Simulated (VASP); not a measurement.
All values below come from r2SCAN meta-GGA, VASP's PBE PAW potentials (set 64) (plane waves; VASP).

Input for VASP

**INCAR**
```
SYSTEM = CoGe
PREC = Accurate; ENCUT = 400; LREAL = F
LASPH = T
EDIFF = 1E-7; NELM = 100; ALGO = Normal
LMAXMIX = 4; LMIXTAU = T
ISMEAR = -5
METAGGA = R2SCAN
ISIF = 2
LWAVE = F; LCHARG = F; LORBIT = 11
NEDOS = 601
```

File KPOINTS:
```
Automatic mesh
0
Gamma
8 8 8
0 0 0
```

**KPOINTS_OPT**
```
k-points along high-symmetry lines
8
Line-mode
Reciprocal
  0.000000   0.000000   0.000000 ! GAMMA
  0.000000   0.500000   0.000000 ! X

  0.000000   0.500000   0.000000 ! X
  0.500000   0.500000   0.000000 ! M

  0.500000   0.500000   0.000000 ! M
  0.000000   0.000000   0.000000 ! GAMMA

  0.000000   0.000000   0.000000 ! GAMMA
  0.500000   0.500000   0.500000 ! R

  0.500000   0.500000   0.500000 ! R
  0.000000   0.500000   0.000000 ! X

  0.500000   0.500000   0.500000 ! R
  0.500000   0.500000   0.000000 ! M

  0.500000   0.500000   0.000000 ! M
  0.500000   0.000000   0.000000 ! X_1
```

**POSCAR**
```
CoGe
1
    4.5713430779     0.0000000000     0.0000000000
    0.0000000000     4.5713430779     0.0000000000
    0.0000000000     0.0000000000     4.5713430779
Co Ge
4 4
Direct
  0.1372165582   0.1372165582   0.1372165582
  0.3627834418   0.8627834418   0.6372165582
  0.6372165582   0.3627834418   0.8627834418
  0.8627834418   0.6372165582   0.3627834418
  0.8398421004   0.8398421004   0.8398421004
  0.6601578996   0.1601578996   0.3398421004
  0.3398421004   0.6601578996   0.1601578996
  0.1601578996   0.3398421004   0.6601578996
```

POTCAR, in this order: Co Ge_d (PBE.64 set). Program: vasp_std.

Output of the run:

OSZICAR:
```
       N       E                     dE             d eps       ncg     rms          rms(c)
DAV:   1     0.883533532540E+03    0.88353E+03   -0.33518E+04  5768   0.407E+03
DAV:   2     0.775341019061E+02   -0.80600E+03   -0.77614E+03  4950   0.965E+02
DAV:   3    -0.110075939253E+03   -0.18761E+03   -0.18095E+03  4964   0.272E+02
DAV:   4    -0.123765115695E+03   -0.13689E+02   -0.13518E+02  5682   0.847E+01
DAV:   5    -0.124114801207E+03   -0.34969E+00   -0.34928E+00  5537   0.149E+01    0.241E+01
DAV:   6    -0.120681183769E+03    0.34336E+01   -0.11087E+02  5403   0.936E+01    0.277E+01
DAV:   7    -0.108566858969E+03    0.12114E+02   -0.39485E+01  5405   0.624E+01    0.395E+00
DAV:   8    -0.108674295564E+03   -0.10744E+00   -0.47951E+00  6325   0.104E+01    0.369E+00
DAV:   9    -0.108789221085E+03   -0.11493E+00   -0.65106E-01  5322   0.728E+00    0.915E-01
DAV:  10    -0.108789266046E+03   -0.44961E-04   -0.83728E-02  6922   0.222E+00    0.453E-01
DAV:  11    -0.108786438885E+03    0.28272E-02   -0.85844E-03  5348   0.722E-01    0.122E-01
DAV:  12    -0.108789324284E+03   -0.28854E-02   -0.60949E-03  5641   0.483E-01    0.650E-02
DAV:  13    -0.108790388445E+03   -0.10642E-02   -0.14837E-03  5272   0.263E-01    0.278E-02
DAV:  14    -0.108790548503E+03   -0.16006E-03   -0.19622E-04  6122   0.814E-02    0.181E-02
DAV:  15    -0.108790623796E+03   -0.75294E-04   -0.67982E-05  5405   0.679E-02    0.104E-02
DAV:  16    -0.108790628862E+03   -0.50651E-05   -0.69192E-06  5200   0.182E-02    0.263E-03
DAV:  17    -0.108790629355E+03   -0.49314E-06   -0.61480E-07  4965   0.612E-03    0.189E-03
DAV:  18    -0.108790629680E+03   -0.32570E-06   -0.19843E-07  3519   0.412E-03    0.106E-03
DAV:  19    -0.108790630191E+03   -0.51071E-06   -0.36629E-07  4115   0.593E-03    0.452E-04
DAV:  20    -0.108790630142E+03    0.49404E-07   -0.43673E-08  2734   0.218E-03
   1 F= -.10879063E+03 E0= -.10879063E+03  d E =0.000000E+00
       N       E                     dE             ncg
       N       E                     dE             ncg
```

### OUTCAR
```
------------------------ aborting loop because EDIFF is reached ----------------------------------------
  FORCE on cell =-STRESS in cart. coord.  units (eV):
  Direction    XX          YY          ZZ          XY          YZ          ZX
  --------------------------------------------------------------------------------------
  Total        0.1550417      0.1550417      0.1550417      0.0000000     -0.0000000      0.0000000
  in kB        2.6003255      2.6003255      2.6003255      0.0000000     -0.0000000      0.0000000
  external PRESSURE =       2.6003255 kB  Pullay stress =       0.0000000 kB
  volume of cell :       95.53
      direct lattice vectors                 reciprocal lattice vectors
     4.571343078  0.000000000  0.000000000     0.218754091  0.000000000  0.000000000
     0.000000000  4.571343078  0.000000000     0.000000000  0.218754091  0.000000000
     0.000000000  0.000000000  4.571343078     0.000000000  0.000000000  0.218754091
 POSITION                                       TOTAL-FORCE (eV/Angst)
 -----------------------------------------------------------------------------------
      0.62726      0.62726      0.62726        -0.000484     -0.000484     -0.000484
      1.65841      3.94408      2.91294         0.000484      0.000484     -0.000484
      2.91294      1.65841      3.94408        -0.000484      0.000484      0.000484
      3.94408      2.91294      1.65841         0.000484     -0.000484      0.000484
      3.83921      3.83921      3.83921         0.001007      0.001007      0.001007
      3.01781      0.73214      1.55353        -0.001007     -0.001007      0.001007
      1.55353      3.01781      0.73214         0.001007     -0.001007     -0.001007
      0.73214      1.55353      3.01781        -0.001007      0.001007     -0.001007
 -----------------------------------------------------------------------------------
    total drift:                                0.000001      0.000000     -0.000000
  FREE ENERGIE OF THE ION-ELECTRON SYSTEM (eV)
  ---------------------------------------------------
  free  energy   TOTEN  =      -108.7906301417 eV

  energy  without entropy=     -108.7906301417  energy(sigma->0) =     -108.79063014

 total charge

# of ion       s       p       d       tot
------------------------------------------
    1        0.409   0.552   7.547   8.508
    2        0.409   0.552   7.547   8.508
    3        0.409   0.552   7.547   8.508
    4        0.409   0.552   7.547   8.508
    5        1.086   1.281  10.145  12.512
    6        1.086   1.281  10.145  12.512
    7        1.086   1.281  10.145  12.512
    8        1.086   1.281  10.145  12.512
--------------------------------------------------
tot          5.983   7.331  70.767  84.081
```
(Selected blocks of OUTCAR.)

OUTCAR:
```
 val. band max:       10.5948903678   @ k =   0.5000   0.5000   0.0000

 cond. band min:      10.5427661637   @ k =   0.0000   0.0000   0.0000


 Fermi energy:        10.5650991006

 k-point     1 :       0.0000    0.0000    0.0000
  band No.  band energies     occupation
      1     -15.0170      2.00000
      2     -15.0170      2.00000
      3     -15.0170      2.00000
      4     -14.9736      2.00000
      5     -14.9736      2.00000
      6     -14.9736      2.00000
      7     -14.9481      2.00000
      8     -14.9481      2.00000
      9     -14.9481      2.00000
     10     -14.9182      2.00000
     11     -14.9182      2.00000
     12     -14.9171      2.00000
     13     -14.8869      2.00000
     14     -14.8869      2.00000
     15     -14.8869      2.00000
     16     -14.8683      2.00000
     17     -14.8683      2.00000
     18     -14.8527      2.00000
     19     -14.8527      2.00000
     20     -14.8527      2.00000
     21      -4.0125      2.00000
     22       1.5317      2.00000
     23       1.5317      2.00000
     24       1.5317      2.00000
     25       5.0510      2.00000
     26       5.0510      2.00000
     27       5.0510      2.00000
     28       6.9908      2.00000
     29       6.9908      2.00000
     30       6.9908      2.00000
     31       7.4626      2.00000
     32       7.6773      2.00000
     33       7.6773      2.00000
     34       8.0298      2.00000
     35       8.0298      2.00000
     36       8.0298      2.00000
     37       8.5275      2.00000
     38       8.5275      2.00000
     39       8.5275      2.00000
     40       9.7912      2.00000
     41       9.7912      2.00000
     42       9.7912      2.00000
     43       9.8608      2.00000
     44       9.8608      2.00000
     45      10.5428      2.00000
     46      10.5428      1.99564
     47      10.5428      0.01210
     48      12.6441      0.00000
     49      12.6441      0.00000
     50      12.6441      0.00000
     51      13.5606      0.00000
...
```

For a metal the tetrahedron method with Blöchl corrections gives inexact stress and forces.

The structure comes from a computed database's CoGe entry (P2_13); how it stands against other phases isn't given here. It was relaxed first. The run is not spin-polarised, so no magnetic state was tried.
